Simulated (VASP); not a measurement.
Data:

```xyz
1
Lattice="-1.9504 1.9504 1.9504 1.9504 -1.9504 1.9504 1.9504 1.9504 -1.9504" Properties=species:S:1:pos:R:3 pbc="T T T"
Lu     0.0000     0.0000     0.0000
```

These are PBEsol GGA, VASP's PBE PAW potentials (set 64) (plane waves; VASP) values and carry that method's errors. Run with 400 eV cut-off, 12×12×12 Γ-centred mesh, first-order Methfessel-Paxton smearing of 0.10 eV, potentials Lu_3.

Energy and stress use the plane-wave basis of the starting cell.

Q: The ions, cell shape and volume are relaxed. What does this cell relax into?

A: 
```xyz
1
Lattice="-1.9159 1.9159 1.9159 1.9159 -1.9159 1.9159 1.9159 1.9159 -1.9159" Properties=species:S:1:pos:R:3 pbc="T T T"
Lu     0.0000     0.0000     0.0000
```
Space group Im-3m (229), at a tolerance of 0.03 Å.

Q: How do energy and volume change from the first to the last step?

A: The energy (σ→0) changes by -11.9 meV/atom and the volume by -5.2 %, in 3 ionic steps.

| step | E(σ→0) (eV) | max force (eV/Å) | pressure (GPa) | volume (Å³) |
|---|---|---|---|---|
| 1 | -4.7124 | 0.000 | -2.31 | 29.68 |
| 2 | -4.7240 | 0.000 | 0.46 | 27.88 |
| 3 | -4.7243 | 0.000 | 0.02 | 28.13 |

The structure was generated: Lu was put into the bcc type (Im-3m), which need not be its known phase. This run relaxes it. Symmetry was kept, so distortions that lower it aren't found.
